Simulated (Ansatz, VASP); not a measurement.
# KHgClF2: VASP beside Ansatz, part 2 of 2

Aim: how closely do two programs agree when they are given the same cell, functional and k mesh? The cell is invented: As first built, before any earlier steps moved the atoms (in the runner's words): it takes the KHgF3 structure with some of its atoms replaced by other elements, volume scaled by an estimate. It may not be a known or stable phase. The cell is taken from a series of VASP runs on this material, whose earlier steps may have relaxed, scaled or displaced it; both programs get it as it stands.

VASP 6.6.1 and Ansatz 0.2.0.

So far. Step 2 (Ansatz: single point, PBE): The run ends at a pressure of -0.17 GPa. Step 3 (VASP: single point, PBE): The run ends at a pressure of -0.01 GPa.

## Step 5: VASP: band structure, PBE

Level of this step: PBE; plane waves and PAW (Hg, K_sv, Cl, F); invented cell (VASP).

Levels along a path test the potential and the projectors away from the mesh points.

INCAR

```
SYSTEM = KHgClF2
PREC = Accurate
ENCUT = 520
EDIFF = 1E-06
NELM = 100
ISMEAR = 0
SIGMA = 0.05
LREAL = .FALSE.
ALGO = Normal
GGA = PE
NBANDS = 36
LORBIT = 11
LWAVE = .FALSE.
LCHARG = .FALSE.
KPAR = 2
```

POSCAR

```
KHgClF2
1.0
    3.2693219246     -3.2736209496      0.0000000000
    3.2693219246      3.2736209496      0.0000000000
    0.0000000000      0.0000000000      5.3116904502
Hg K Cl F
1 1 1 2
Direct
    0.5000000000      0.5000000000      0.0000000000
    0.0000000000      0.0000000000      0.5000000000
    0.5000000000      0.5000000000      0.5000000000
    0.5000000000      0.0000000000      0.0000000000
    0.0000000000      0.5000000000      0.0000000000
```

KPOINTS

```
Automatic mesh
0
Gamma
4 4 4
0 0 0
```

KPOINTS_OPT

```
Line mode
16
Line-mode
Reciprocal
  0.00000000   0.00000000   0.00000000 GAMMA
  0.49934381   0.49934381   0.00000000 X

  0.49934381   0.49934381   0.00000000 X
  0.00000000   0.50000000   0.00000000 S

  0.00000000   0.50000000   0.00000000 S
  0.00000000   0.50000000   0.50000000 R

  0.00000000   0.50000000   0.50000000 R
  0.49934381   0.49934381   0.50000000 A

  0.49934381   0.49934381   0.50000000 A
  0.00000000   0.00000000   0.50000000 Z

  0.00000000   0.00000000   0.50000000 Z
  0.00000000   0.00000000   0.00000000 GAMMA

  0.00000000   0.00000000   0.00000000 GAMMA
 -0.50000000   0.50000000   0.00000000 Y

 -0.50000000   0.50000000   0.00000000 Y
 -0.49934381   0.50065619   0.00000000 X1

 -0.49934381   0.50065619   0.00000000 X1
 -0.49934381   0.50065619   0.50000000 A1

 -0.49934381   0.50065619   0.50000000 A1
 -0.50000000   0.50000000   0.50000000 T

 -0.50000000   0.50000000   0.50000000 T
 -0.50000000   0.50000000   0.00000000 Y

  0.00000000   0.00000000   0.50000000 Z
 -0.50000000   0.50000000   0.50000000 T
```

Potentials, in the order of the species: Hg, K_sv, Cl and F (PBE family, release 64).

Launch:

```sh
> mpirun -np 2 vasp_std
```

Numbers of over 12 decimals in the logs are rounded to 6 here.

The log of the run:

```text
[banner, memory and clock lines left out]
running    2 mpi-ranks, on    1 nodes
[...]
LDA part: xc-table for (Slater+PW92), standard interpolation
 POSCAR, INCAR and KPOINTS ok, starting setup
[...]
entering main loop
       N       E                     dE             d eps       ncg     rms          rms(c)
DAV:   1     0.332347044897E+03    0.33235E+03   -0.20436E+04  1512   0.108E+03
DAV:   2     0.491682955222E+01   -0.32743E+03   -0.31016E+03  1776   0.301E+02
DAV:   3    -0.166239902987E+02   -0.21541E+02   -0.21389E+02  2052   0.754E+01
DAV:   4    -0.173863510842E+02   -0.76236E+00   -0.76048E+00  2300   0.864E+00
[...]
DAV:  11    -0.148710293008E+02   -0.27348E-03   -0.24663E-04  1664   0.953E-02    0.672E-02
DAV:  12    -0.148711760068E+02   -0.14671E-03   -0.15173E-04  1628   0.790E-02    0.262E-02
DAV:  13    -0.148711765928E+02   -0.58602E-06   -0.96346E-06  1992   0.166E-02
   1 F= -.14871177E+02 E0= -.14871177E+02  d E =-.560271E-07
 Start KPOINTS_OPT (optional k-point list driver)
k-point batch [1-21\192]
       N       E                     dE             ncg
DAV:   1    -0.586323371019E+03   -0.17999E+05     1512
DAV:   2    -0.726336200460E+04   -0.66770E+04     1784
DAV:   3    -0.769948167969E+04   -0.43612E+03     2028
DAV:   4    -0.771489856836E+04   -0.15417E+02     2336
DAV:   5    -0.771503976586E+04   -0.14120E+00     1928
DAV:   6    -0.771504183048E+04   -0.20646E-02     2012
DAV:   7    -0.771504185812E+04   -0.27643E-04     2008
DAV:   8    -0.771504185867E+04   -0.54612E-06     1572
[...]
k-point batch [190-192\192]
       N       E                     dE             ncg
DAV:   1     0.185544101283E+05   -0.39345E+04      216
DAV:   2     0.175501203611E+05   -0.10043E+04      268
DAV:   3     0.174823679480E+05   -0.67752E+02      324
DAV:   4     0.174810870558E+05   -0.12809E+01      244
DAV:   5     0.174810541898E+05   -0.32866E-01      296
DAV:   6     0.174810534540E+05   -0.73587E-03      276
DAV:   7     0.174810534494E+05   -0.46105E-05      296
DAV:   8     0.174810534493E+05   -0.47829E-07      156
```

Parts of OUTCAR (step 5):

```text
  Total        0.0085610     -0.0171035      0.0066503     -0.0000000      0.0000000      0.0000000
  in kB        0.1206383     -0.2410166      0.0937137     -0.0000000      0.0000000      0.0000000
  external PRESSURE =      -0.0088882 kB  Pullay stress =       0.0000000 kB

 POSITION                                       TOTAL-FORCE (eV/Angst)
 -----------------------------------------------------------------------------------
      3.26932      0.00000      0.00000        -0.000000     -0.000000      0.000000
      0.00000      0.00000      2.65585        -0.000000     -0.000000      0.000000
      3.26932      0.00000      2.65585         0.000000     -0.000000      0.000000
      1.63466     -1.63681      0.00000         0.000000      0.000000      0.000000
      1.63466      1.63681      0.00000        -0.000000      0.000000      0.000000
 -----------------------------------------------------------------------------------
    total drift:                                0.000000      0.000000     -0.000000

  FREE ENERGIE OF THE ION-ELECTRON SYSTEM (eV)
  ---------------------------------------------------
  free  energy   TOTEN  =       -14.8711765928 eV

  energy  without entropy=      -14.8711765368  energy(sigma->0) =      -14.87117656

[... 1 part as in an earlier step ...]

[... 2 further parts left out ...]
[key lines of the parts left out:]
E-fermi :  -0.7429
```

Within 0.02 Å the cell has space group P4/mmm; at a tight tolerance a small distortion makes it Cmmm.

## Step 6: Ansatz: band structure, PBE

The same cell, functional, mesh and smearing now go to Ansatz, which takes its cutoff from its data sets.

The cell is taken from a series of VASP runs on this material, whose earlier steps may have relaxed, scaled or displaced it; both programs get it as it stands.

input.yaml

```yaml
crystal:
  lattice:
    - [3.2693219246, -3.2736209496, 0.0]
    - [3.2693219246, 3.2736209496, 0.0]
    - [0.0, 0.0, 5.3116904502]
  atoms:
    - { symbol: Hg, position: [0.5, 0.5, 0.0] }
    - { symbol: K, position: [0.0, 0.0, 0.5] }
    - { symbol: Cl, position: [0.5, 0.5, 0.5] }
    - { symbol: F, position: [0.5, 0.0, 0.0] }
    - { symbol: F, position: [0.0, 0.5, 0.0] }
hamiltonian:
  xc: pbe
  pseudopotentials: { kind: paw }
kpoints:
  mp_grid: { grid: [4, 4, 4] }
  band_path:
    path:
      - [0.0, 0.0, 0.0]
      - [0.19974, 0.19974, 0.0]
      - [0.43276, 0.43276, 0.0]
      - [0.39948, 0.49948, 0.0]
      - [0.16645, 0.49978, 0.0]
      - [0.0, 0.5, 0.0]
      - [0.0, 0.5, 0.23333]
      - [0.0, 0.5, 0.46667]
      - [0.13316, 0.49983, 0.5]
      - [0.36619, 0.49952, 0.5]
      - [0.49934, 0.49934, 0.5]
      - [0.46605, 0.46605, 0.5]
      - [0.23303, 0.23303, 0.5]
      - [0.0, 0.0, 0.5]
      - [0.0, 0.0, 0.33333]
      - [0.0, 0.0, 0.1]
      - [-0.06667, 0.06667, 0.0]
      - [-0.3, 0.3, 0.0]
      - [-0.5, 0.5, 0.0]
      - [-0.49974, 0.50026, 0.0]
      - [-0.49943, 0.50057, 0.0]
      - [-0.49934, 0.50066, 0.1]
      - [-0.49934, 0.50066, 0.33333]
      - [-0.49934, 0.50066, 0.5]
      - [-0.49965, 0.50035, 0.5]
      - [-0.49996, 0.50004, 0.5]
      - [-0.5, 0.5, 0.36667]
      - [-0.5, 0.5, 0.13333]
      - [-0.03333, 0.03333, 0.5]
      - [-0.26667, 0.26667, 0.5]
      - [-0.5, 0.5, 0.5]
    npoints: 1
scf:
  occupations: { method: gaussian, width: 0.05 }
  n_extra_bands: 8
output:
  forces: true
  stress: true
  eigenvalues: true
```

Launch:

```sh
> ansatz run input.yaml --threads 2 --pin off --max-ram 4608MiB --backend cpu --events-out ev --progress --plain --runs-dir out
```

The log of the run:

```text
[...]
Crystal: 5 atoms, lattice volume = 113.697 Å³
Basis set: ecut = 420 eV, 2209 PW (Γ), exchange–correlation on 64×64×72 points (8 copies of the dense FFT grid, shifted against one another)
Bands: 33, of which v1, the nominal top of the filled ones, is band 25 counted from 1 (24 counted from 0)
Symmetry: 8 space group operations
[...]
k-points: 21 of 64
[...]
k-point 0: bands = [... 21 lower, 1.6268, 1.7990, 1.7995, 1.8116, 3.8773, 9.0123, 9.9142, 11.4246, ... 4 higher]
  k-point 1: bands = [... 21 lower, 1.6209, 1.6252, 1.8756, 1.8762, 5.1508, 9.2275, 10.0691, 11.5968, ... 4 higher]
  k-point 2: bands = [... 21 lower, 1.6175, 1.6219, 1.9560, 1.9566, 6.8111, 9.2399, 10.2345, 11.5281, ... 4 higher]
  k-point 20: bands = [... 21 lower, 2.0431, 2.0435, 3.5150, 3.5447, 9.0976, 9.4477, 9.4515, 10.6409, ... 4 higher]
[key lines of the parts left out:]
SCF converged after 6 iterations
Free energy (F): -18050.131446 eV
Fermi energy:    3.712797 eV
P = ⅓ Tr σ = -0.1723 GPa (-1.723 kbar)
```

Run time: 3.8 s. Hardware: 2 threads of Intel Xeon Platinum 8488C (Sapphire Rapids), shared host; peak memory 0.45 GiB; 7.1 s of CPU time.

## Step 7: Differences

The two programs side by side:

| quantity | Ansatz | VASP | difference |
| --- | --- | --- | --- |
| pressure (GPa) | -0.17 | 0.00 | -0.17 |
| pressure without Ansatz's Pulay correction (GPa) | -0.41 | 0.00 | -0.40 |
| gap over the path points (eV) | 0.333 | 0.316 | +0.016 |

Levels at points of the path, from each program's valence-band top (eV; 4 filled, then empty):

| k (reciprocal lattice) | Ansatz | VASP |
| --- | --- | --- |
| 0.000 0.000 0.000 | -1.92 -1.75 -1.75 -1.73 0.33 5.47 6.37 | -1.89 -1.73 -1.73 -1.71 0.32 5.48 6.39 |
| 0.200 0.200 0.000 | -1.87 -1.79 -1.73 -1.48 1.67 6.19 7.14 | -1.85 -1.77 -1.70 -1.46 1.66 6.20 7.16 |
| 0.433 0.433 0.000 | -1.75 -1.74 -1.61 -0.14 3.88 7.03 7.82 | -1.73 -1.71 -1.58 -0.13 3.87 7.04 7.83 |
| 0.399 0.499 0.000 | -1.75 -1.74 -1.61 -0.15 3.87 6.98 7.93 | -1.73 -1.72 -1.58 -0.14 3.86 7.00 7.93 |
| 0.166 0.500 0.000 | -1.81 -1.73 -1.65 -1.29 3.01 6.37 7.87 | -1.78 -1.71 -1.63 -1.28 3.00 6.38 7.90 |
| 0.000 0.500 0.000 | -1.86 -1.83 -1.73 -1.64 2.81 6.23 7.67 | -1.85 -1.81 -1.70 -1.62 2.81 6.24 7.70 |
| 0.000 0.500 0.233 | -1.79 -1.66 -1.65 -0.87 3.26 6.27 7.77 | -1.78 -1.64 -1.62 -0.87 3.25 6.28 7.80 |
| 0.000 0.500 0.467 | -1.70 -1.65 -1.55 -0.03 4.44 6.23 7.19 | -1.70 -1.63 -1.53 -0.03 4.43 6.25 7.20 |
| 0.133 0.500 0.500 | -1.69 -1.66 -1.54 -0.02 4.56 6.18 7.15 | -1.68 -1.63 -1.52 -0.02 4.55 6.20 7.17 |
| 0.366 0.500 0.500 | -1.55 -1.51 -0.33 -0.01 5.13 5.96 6.44 | -1.54 -1.49 -0.33 -0.01 5.12 5.98 6.46 |

Among the levels compared at these points, filled levels agree within 31 meV and empty ones within 36 meV. Ansatz's pressure holds a Pulay correction of 0.23 GPa; VASP's holds none.

## Step 8: Ansatz: dielectric response, PBE

The response to a field tests empty states and converges slowly with the mesh.

The cell is taken from a series of VASP runs on this material, whose earlier steps may have relaxed, scaled or displaced it; both programs get it as it stands.

input.yaml, the sections that differ from step 6:

```yaml
kpoints:
  mp_grid: { grid: [5, 5, 4] }
scf:
  occupations: { method: fixed }
dielectric:
  method: response
# crystal, hamiltonian: as in step 6
# output: removed
```

The log of the run:

```text
[...]
Crystal: 5 atoms, lattice volume = 113.697 Å³
Basis set: ecut = 420 eV, 2209 PW (Γ), exchange–correlation on 64×64×72 points (8 copies of the dense FFT grid, shifted against one another)
Bands: 30, of which v1, the nominal top of the filled ones, is band 25 counted from 1 (24 counted from 0)
Symmetry: 8 space group operations
k-points: 51 of 100 (irreducible under 1 space group operation, time reversal used)
[...]
site 2:
[...]
site 3:
[...]
0.00000   -0.00000   -0.98000
    site 4:
        -1.56138    0.82959   -0.00000
         0.82811   -1.56214    0.00000
        -0.00000    0.00000   -0.98000
  Z* charge neutrality: 4.066e-3 e pre-enforcement
  solved inside a basis spanned on kpoints, on 8×8×6 k-points, its susceptibility summed on 8×8×8: ε∞ is read to err by 1.2e-2, Z* by 2.5e-2 e (field_mesh: kpoints solves on kpoints); Z* is corrected for what the basis lacks
[key lines of the parts left out:]
SCF converged after 9 iterations
Free energy (F): -18050.132016 eV
Fermi energy:    3.441866 eV
```

Wall time 74 s (2 threads); peak memory 1.1 GiB; 2.4 min of CPU time.

## Step 9: VASP: dielectric response, PBE

The same cell, functional and mesh now go to VASP, with its own data sets and cutoff.

INCAR

```
SYSTEM = KHgClF2
PREC = Accurate
ENCUT = 520
EDIFF = 1E-08
NELM = 100
ISMEAR = 0
SIGMA = 0.01
LREAL = .FALSE.
ALGO = Normal
GGA = PE
NBANDS = 27
LORBIT = 11
LWAVE = .FALSE.
LCHARG = .FALSE.
KPAR = 2
LEPSILON = .TRUE.
```

POSCAR is that of step 5.

KPOINTS

```
Automatic mesh
0
Gamma
5 5 4
0 0 0
```

Launch:

```sh
> mpirun -np 2 vasp_std
```

The log of the run:

```text
[... set-up lines as in an earlier step ...]
 entering main loop
       N       E                     dE             d eps       ncg     rms          rms(c)
DAV:   1     0.347239126281E+03    0.34724E+03   -0.21301E+04  1458   0.143E+03
DAV:   2     0.772921083292E+01   -0.33951E+03   -0.33114E+03  1737   0.375E+02
DAV:   3    -0.165592862054E+02   -0.24288E+02   -0.24188E+02  2011   0.994E+01
DAV:   4    -0.173809164191E+02   -0.82163E+00   -0.82036E+00  2297   0.123E+01
[...]
DAV:  15    -0.148714270970E+02    0.28631E-07   -0.43639E-07  1876   0.520E-03    0.140E-03
DAV:  16    -0.148714270775E+02    0.19499E-07   -0.52420E-08  1710   0.163E-03    0.570E-04
DAV:  17    -0.148714270741E+02    0.34970E-08   -0.61165E-09  1436   0.593E-04
   1 F= -.14871427E+02 E0= -.14871427E+02  d E =-.813016E-73
 Linear response reoptimize wavefunctions to high precision
DAV:   1    -0.148714270772E+02   -0.31650E-08   -0.19281E-09  1227   0.326E-04
DAV:   2    -0.148714270772E+02   -0.10914E-10   -0.19684E-10   972   0.933E-05
 Linear response G [H, r] |phi>, progress :
  Direction:   1
[...]
RMM:  14    -0.716209605041E+00   -0.28828E-06    0.46812E-06  2748   0.344E-04    0.252E-05
RMM:  15    -0.716209467856E+00    0.13719E-06    0.37849E-06  2590   0.279E-04    0.716E-06
 change of polarisation eV/A/(eV/A) component  2 :     0.007     1.347     0.054
 dielectric tensor                  component  2 :     0.012     3.144     0.086
 Linear response to external field, progress :
  Direction:   3
       N       E                     dE             d eps       ncg     rms          rms(c)
RMM:   1    -0.875913227311E+00   -0.87591E+00   -0.42452E+00  2715   0.378E+00
RMM:   2    -0.964754753454E+00   -0.88842E-01   -0.82567E-02  2606   0.822E-01    0.147E+00
RMM:   3    -0.937338036392E+00    0.27417E-01   -0.74255E-02  2434   0.107E+00    0.766E-01
RMM:   4    -0.953154823393E+00   -0.15817E-01   -0.25194E-02  2515   0.734E-01    0.255E-01
[...]
RMM:  15    -0.972312207901E+00    0.41924E-06   -0.37516E-07  2377   0.286E-04    0.182E-05
RMM:  16    -0.972312311657E+00   -0.10376E-06    0.25938E-07  2198   0.264E-04    0.136E-05
RMM:  17    -0.972312289787E+00    0.21870E-07   -0.64744E-08  1992   0.252E-04    0.457E-06
 change of polarisation eV/A/(eV/A) component  3 :    -0.209     0.053     1.853
 dielectric tensor                  component  3 :    -0.332     0.085     3.950
 Born effective charges drift removed
```

OUTCAR, selected parts (step 9):

```text
  Total        0.0016943     -0.0239944     -0.0016281      0.0000000      0.0000000      0.0000000
  in kB        0.0238749     -0.3381204     -0.0229426      0.0000000      0.0000000      0.0000000
  external PRESSURE =      -0.1123960 kB  Pullay stress =       0.0000000 kB

 POSITION                                       TOTAL-FORCE (eV/Angst)
 -----------------------------------------------------------------------------------
      3.26932      0.00000      0.00000        -0.000000     -0.000000      0.000000
      0.00000      0.00000      2.65585         0.000000     -0.000000      0.000000
      3.26932      0.00000      2.65585         0.000000      0.000000      0.000000
      1.63466     -1.63681      0.00000         0.000000     -0.000000      0.000000
      1.63466      1.63681      0.00000         0.000000     -0.000000      0.000000
 -----------------------------------------------------------------------------------
    total drift:                                0.000000      0.000000     -0.000000

 MACROSCOPIC STATIC DIELECTRIC TENSOR (including local field effects in DFT)
 ------------------------------------------------------
           3.142257     0.000000     0.000000
           0.000000     3.143708     0.000000
           0.000000     0.000000     3.949733
 ------------------------------------------------------

[... 1 part as in an earlier step ...]

[... 1 further part left out ...]
```

The dielectric response converges more slowly with the mesh than energies do, so tensor and charges may still move on a finer one.

## Step 10: Differences

What differs besides the data sets and the points named for the pairs above, as far as they apply: VASP's response is taken on the typed mesh, Ansatz refines its own for the field response alone. Total energies have different zeros and are not compared.

Both answers:

| quantity | Ansatz | VASP | difference |
| --- | --- | --- | --- |
| ε∞ xx | 3.15 | 3.14 | +0.13 % |
| ε∞ yy | 3.15 | 3.14 | +0.14 % |
| ε∞ zz | 3.94 | 3.95 | -0.25 % |
| Born charge of Hg1 (mean of the diagonal) (e) | 2.77 | 2.75 | +0.02 |
| Born charge of K2 (mean of the diagonal) (e) | 1.19 | 1.19 | 0.00 |
| Born charge of Cl3 (mean of the diagonal) (e) | -1.22 | -1.22 | 0.00 |
| Born charge of F4 (mean of the diagonal) (e) | -1.37 | -1.36 | -0.01 |

## Step 11: What came out

| Item | Value |
| --- | --- |
| difference in gap on the k mesh (single point, PBE) | 0.016 eV |
| difference in gap over the path points (band structure, PBE) | 0.016 eV |
| difference in ε∞ zz (dielectric response, PBE) | -0.25 % |

What this shows: The difference in gap on the k mesh is 0.016 eV (single point, PBE), within the 0.08 eV picked in this series as the mark of a large difference. Such differences can come from data sets, numerical settings and the points named under the comparisons, not from the functional's error against experiment.

[Lines on the potential files, build, host, timing and source positions are cut from VASP's logs without a mark.]

[Logs are printed without paths, hosts, clocks, repeated set-up lines and the standing remarks that a program may print on its own settings, such as how far it seeks lower states.]

[Hosts, paths, dates, database ids (printed as entryN), source tags and the programs' standing remarks are cut or masked in the printed files.]
